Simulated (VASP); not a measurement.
# InGaO2 (R-3m) in VASP: relaxation of cell and atoms with PBE

Aim: the relaxation of cell and atoms of InGaO2 with PBE.

Everything below comes from runs of VASP 6.6.1. Logs are shortened: lines on timing, memory, paths and dates and some standing lists are left out, and cuts for length are marked.

**1. The structure**

It takes space group R-3m (No. 166, trigonal). The conventional cell has a = 3.240 Å, b = 3.240 Å, c = 20.123 Å, α = 90.00°, β = 90.00°, γ = 120.00°. In (site symmetry -3m) is surrounded by 2 O at 2.23 Å. Around Ga (site symmetry -3m) lie 6 O at 2.18 Å. O (site symmetry 3m) is surrounded by 3 Ga at 2.18 Å and 1 In at 2.23 Å.

The cell was built by a generator and needn't be a form met in nature.

**2. Relaxation of cell and atoms, PBE**

Contents of INCAR:

```
  PREC = Normal
  ENCUT = 520
  EDIFF = 1E-4
  ISMEAR = 0
  SIGMA = 0.15
  LREAL = F
  LASPH = T
  NELM = 60
  ALGO = Fast
  ISIF = 3
  LWAVE = F
  LCHARG = F
  GGA = PE
  IBRION = 2
  NSW = 24
  EDIFFG = -0.08
```

Contents of KPOINTS:

```
Automatic mesh
0
Gamma
  6 6 6
```

Contents of POSCAR:

```
InGaO2
1.0
    1.6197865100      0.9351841800      6.7076796200
   -1.6197865100      0.9351841800      6.7076796200
    0.0000000000     -1.8703683600      6.7076796200
In Ga O
1 1 2
Direct
    0.0000000000      0.0000000000      0.0000000000
    0.5000000000      0.5000000000      0.5000000000
    0.1110318700      0.1110318700      0.1110318700
    0.8889681300      0.8889681300      0.8889681300
```

Potentials or basis: VASP PAW PBE potentials, release 64 (In_d, Ga_d, O).

Command:

```bash
cat potpaw_PBE.64/In_d/POTCAR potpaw_PBE.64/Ga_d/POTCAR potpaw_PBE.64/O/POTCAR > POTCAR
mpirun -np 1 vasp_std > vasp.out
```

OUTCAR:

```text
PREC = Normal
   ENCUT = 520
   EDIFF = 1E-4
   ISMEAR = 0
   LREAL = F
   LASPH = T
   NELM = 60
   ISIF = 3
   GGA = PE
   IBRION = 2
   NSW = 24
   EDIFFG = -0.08

 ion  position               nearest neighbor table
   1  0.000  0.000  0.000-   3 2.23   4 2.23
   2  0.500  0.500  0.500-   3 2.18   3 2.18   4 2.18   4 2.18   3 2.18   4 2.18
   3  0.111  0.111  0.111-   2 2.18   2 2.18   2 2.18   1 2.23
   4  0.889  0.889  0.889-   2 2.18   2 2.18   2 2.18   1 2.23

  LATTYP: Found a trigonal (rhomboedric) cell.
 ALAT       =     6.9635654426
 COS(alpha) =     0.8917863041

  Lattice vectors:

 A1 = (   1.6197865100,   0.9351841800,   6.7076796200)
 A2 = (  -1.6197865100,   0.9351841800,   6.7076796200)
 A3 = (   0.0000000000,  -1.8703683600,   6.7076796200)

Analysis of symmetry for initial positions (statically):
=====================================================================
 Subroutine PRICEL returns:
 Original cell was already a primitive cell.

 Routine SETGRP: Setting up the symmetry group for a
 trigonal (rhombohedral) supercell.

 Subroutine GETGRP returns: Found 12 space group operations
 (whereof 12 operations were pure point group operations)
 out of a pool of 12 trial point group operations.

The static configuration has the point symmetry D_3d.

Analysis of symmetry for dynamics (positions and initial velocities):
=====================================================================
 Subroutine PRICEL returns:
 Original cell was already a primitive cell.

 Routine SETGRP: Setting up the symmetry group for a
 trigonal (rhombohedral) supercell.

 Subroutine GETGRP returns: Found 12 space group operations
 (whereof 12 operations were pure point group operations)
 out of a pool of 12 trial point group operations.

The dynamic configuration has the point symmetry D_3d.

 Subroutine INISYM returns: Found 12 space group operations
 (whereof 12 operations are pure point group operations),
 and found     1 'primitive' translations

----------------------------------------------------------------------------------------

                                     Primitive cell

  volume of cell :      60.9647

  direct lattice vectors                    reciprocal lattice vectors
     1.619786510  0.935184180  6.707679620     0.308682655  0.178218013  0.049694284
    -1.619786510  0.935184180  6.707679620    -0.308682655  0.178218013  0.049694284
     0.000000000 -1.870368360  6.707679620     0.000000000 -0.356436027  0.049694284

  length of vectors
     6.963565443  6.963565443  6.963565444     0.359883541  0.359883541  0.359883541

  position of ions in fractional coordinates (direct lattice)
     0.000000000  0.000000000  0.000000000
     0.500000000  0.500000000  0.500000000
     0.111031870  0.111031870  0.111031870
     0.888968130  0.888968130  0.888968130

  ion indices of the primitive-cell ions
   primitive index   ion index
                 1           1
                 2           2
                 3           3
                 4           4

----------------------------------------------------------------------------------------

 KPOINTS: Automatic mesh

Automatic generation of k-mesh.
 Grid dimensions read from file:
 generate k-points for:    6    6    6

 Generating k-lattice:

  Cartesian coordinates                     Fractional coordinates (reciprocal lattice)
     0.051447109  0.029703002  0.008282381     0.166666667 -0.000000000  0.000000000
    -0.051447109  0.029703002  0.008282381    -0.000000000  0.166666667  0.000000000
     0.000000000 -0.059406004  0.008282381     0.000000000  0.000000000  0.166666667

  Length of vectors
     0.059980590  0.059980590  0.059980590

  Shift w.r.t. Gamma in fractional coordinates (k-lattice)
     0.000000000  0.000000000  0.000000000

 Subroutine IBZKPT returns following result:
 ===========================================

 Found     32 irreducible k-points:

 Following reciprocal coordinates:
            Coordinates               Weight
  0.000000  0.000000  0.000000      1.000000
  0.166667  0.000000  0.000000      6.000000
  0.333333  0.000000  0.000000      6.000000
  0.500000  0.000000  0.000000      3.000000
  0.166667  0.166667 -0.000000      6.000000
  0.333333  0.166667  0.000000     12.000000
[... 16 lines left out ...]
  0.500000  0.500000  0.166667      6.000000
 -0.333333  0.500000  0.166667     12.000000
 [... further k-points ...]
   k-points           NKPTS =     32   k-points in BZ     NKDIM =     32   number of bands    NBANDS=     23
   number of dos      NEDOS =    301   number of ions     NIONS =      4
   total plane-waves  NPLWV =  64000
   dimension x,y,z NGX =    40 NGY =   40 NGZ =   40
   dimension x,y,z NGXF=    80 NGYF=   80 NGZF=   80
   ions per type =               1   1   2
   NGX,Y,Z   is equivalent  to a cutoff of   9.55,  9.55,  9.55 a.u.
   NGXF,Y,Z  is equivalent  to a cutoff of  19.10, 19.10, 19.10 a.u.
 SYSTEM =  unknown system
   PREC   = normal    normal or accurate (medium, high low for compatibility)
   ISTART =      0    job   : 0-new  1-cont  2-samecut
   ICHARG =      2    charge: 1-file 2-atom 10-const
   ISPIN  =      1    spin polarized calculation?
   LNONCOLLINEAR =      F non collinear calculations
   LSORBIT =      F    spin-orbit coupling
   LASPH  =      T    aspherical Exc in radial PAW
   ENCUT  =  520.0 eV  38.22 Ry    6.18 a.u.  12.95 12.95 12.95*2*pi/ulx,y,z
   NELM   =     60;   NELMIN=  2; NELMDL= -5     # of ELM steps
   EDIFF  = 0.1E-03   stopping-criterion for ELM
   LREAL  =      F    real-space projection
   EDIFFG = -.8E-01   stopping-criterion for IOM
   NSW    =     24    number of steps for IOM
   IBRION =      2    ionic relax: 0-MD 1-quasi-New 2-CG
   NFREE  =      1    steps in history (QN), initial steepest desc. (CG)
   ISIF   =      3    stress and relaxation
   ISYM   =      2    0-nonsym 1-usesym 2-fastsym
   POTIM  = 0.5000    time-step for ionic-motion
   TEBEG  =    0.0;   TEEND  =   0.0 temperature during run
   PSTRESS=    0.0 pullay stress
   NELECT =      38.0000    total number of electrons
   NUPDOWN=      -1.0000    fix difference up-down
   EMIN   =  10.00;   EMAX   =-10.00  energy-range for DOS
   EFERMI =   0.00;   METHOD = LEGACY
   ISMEAR =     0;   SIGMA  =   0.15  broadening in eV -4-tet -1-fermi 0-gaus
   EFERMI_NEDOS =   21; number of points for ismear=-14 and -15
   IALGO  =     68    algorithm
   IMIX   =      4    mixing-type and parameters
     AMIX     =   0.40;   BMIX     =  1.00
     AMIX_MAG =   1.60;   BMIX_MAG =  1.00
  volume/ion in A,a.u.               =      15.24       102.85
  Fermi-wavevector in a.u.,A,eV,Ry     =   1.398438  2.642665 26.607944  1.955629
  Thomas-Fermi vector in A             =   2.521596
   LORBIT       =      0    0 simple, 1 ext, 2 COOP (PROOUT), +10 PAW based schemes
   GGA     = PE    functional components
   LHFCALC =     F    Hartree Fock is set to
   AEXX    =    0.0000 exact exchange contribution
   IVDW    =     0    specifies the selected vdW correction
   LEPSILON=     F    determine dielectric tensor
   LRPA    =     F    only Hartree local field effects (RPA)
 conjugate gradient relaxation of ions
 non-spin polarized calculation
 RMM-DIIS sequential band-by-band and
 Gauss-broadening in eV      SIGMA  =   0.15
  energy-cutoff  :      520.00
  volume of cell :       60.96
 maximum number of plane-waves:      1666
   NGX = 25   NGY = 25   NGZ = 25

--------------------------------------- Ionic step        1  -------------------------------------------

 number of electron      38.0000015 magnetization

 Free energy of the ion-electron system (eV)
  ---------------------------------------------------
  ext. energy  EPLUGINS =         0.00000000
  ---------------------------------------------------
  free energy    TOTEN  =       -20.39414904 eV

  energy without entropy =      -20.39122137  energy(sigma->0) =      -20.39268520

------------------------ aborting loop because EDIFF is reached ----------------------------------------

  FORCE on cell =-STRESS in cart. coord.  units (eV):
  Direction    XX          YY          ZZ          XY          YZ          ZX
  --------------------------------------------------------------------------------------
  -------------------------------------------------------------------------------------
  Total       -6.0839690     -6.0839690     -2.1682096      0.0000000     -0.0000000      0.0000000
  in kB     -159.8891836   -159.8891844    -56.9814308      0.0000000     -0.0000000      0.0000000
  external PRESSURE =    -125.5865996 kB  Pullay stress =       0.0000000 kB
[... 137 lines left out ...]
  energy  without entropy=      -20.9989471566  energy(sigma->0) =      -21.00177852

--------------------------------------- Ionic step        5  -------------------------------------------

 number of electron      38.0000020 magnetization

 Free energy of the ion-electron system (eV)
  ---------------------------------------------------
  ext. energy  EPLUGINS =         0.00000000
  ---------------------------------------------------
  free energy    TOTEN  =       -21.01350715 eV

  energy without entropy =      -21.00832639  energy(sigma->0) =      -21.01091677

 E-fermi :   6.9814     XC(G=0): -11.2145

 val. band max:        6.7774744558   @ k =  -0.3333   0.1667   0.1667
 cond. band min:       7.0626421104   @ k =  -0.3333   0.3333   0.0000
 fundamental gap:      0.2851676546
 Fermi energy:         6.9813679743

 k-point     1 :       0.0000    0.0000    0.0000
  band No.  band energies     occupation
      1     -13.2133      2.00000
      2     -11.4848      2.00000
      3      -8.1541      2.00000
      4      -8.1152      2.00000
      5      -8.1152      2.00000
      6      -7.6703      2.00000
[... 613 lines left out ...]
     22      11.9357      0.00000
     23      12.9610      0.00000

 [... further k-points ...]

------------------------ aborting loop because EDIFF is reached ----------------------------------------

  FORCE on cell =-STRESS in cart. coord.  units (eV):
  Direction    XX          YY          ZZ          XY          YZ          ZX
  --------------------------------------------------------------------------------------
  -------------------------------------------------------------------------------------
  Total        0.2534645      0.2534645      0.1580205      0.0000000      0.0000000     -0.0000000
  in kB        7.5989270      7.5989271      4.7374919      0.0000000      0.0000000     -0.0000000
  external PRESSURE =       6.6451153 kB  Pullay stress =       0.0000000 kB
[... 19 lines left out ...]
  FREE ENERGIE OF THE ION-ELECTRON SYSTEM (eV)
  ---------------------------------------------------
  free  energy   TOTEN  =       -21.0135071485 eV

  energy  without entropy=      -21.0083263881  energy(sigma->0) =      -21.01091677

 reached required accuracy - stopping structural energy minimisation
```

It took 3 min on 1 thread of AMD EPYC 9R14 (Zen 4), shared host; peak memory 0.25 GiB.

What came out:

```
Free energy                            : -21.0135 eV
Relaxed volume                         : 13.36 Å³/atom
Relaxed cell                           : a = 6.879 Å, b = 6.879 Å, c = 6.879 Å, α = 25.58°, β = 25.58°, γ = 25.58°
Space group after relaxing (to 0.05 Å) : R-3m (No. 166)
Energy gained by relaxing              : 154.8 meV/atom
Ionic steps                            : 5
Pressure after relaxing                : 0.7 GPa
Largest force after relaxing           : 0.055 eV/Å
Band gap on the k mesh                 : none (metal or under the smearing width)
```

Forces in eV/Å, atoms in the order of the input:
```
In   0.000  0.000  0.000
Ga   0.000  0.000  0.000
O    0.000  0.000  0.055
O    0.000  0.000 -0.055
```

The path:
```
step  energy change (eV)  largest force (eV/Å)  pressure (GPa)  volume (Å³)
   1              0.0000                1.9729          -12.56        60.96
   2             -0.5657                0.4391            6.25        50.98
   3             -0.6106                0.1877            1.55        52.73
   4             -0.6105                0.2382            0.51        52.89
   5             -0.6194                0.0548            0.66        53.44
```

Final structure:
```cif
data_structure
_symmetry_space_group_name_H-M 'P 1'
_symmetry_Int_Tables_number 1
_cell_length_a 6.8789
_cell_length_b 6.8789
_cell_length_c 6.8789
_cell_angle_alpha 25.584
_cell_angle_beta 25.584
_cell_angle_gamma 25.584
_cell_volume 53.44
loop_
_atom_site_label
_atom_site_type_symbol
_atom_site_fract_x
_atom_site_fract_y
_atom_site_fract_z
_atom_site_occupancy
In1 In 0.00000 0.00000 0.00000 1
Ga1 Ga 0.50000 0.50000 0.50000 1
O1 O 0.11522 0.11522 0.11522 1
O2 O 0.88478 0.88478 0.88478 1
```

Caveat: the k mesh is coarse (spacing up to 0.38 Å⁻¹), so the values aren't converged; the relaxation stopped at a loose force limit of 0.08 eV/Å, so its end isn't a converged minimum.
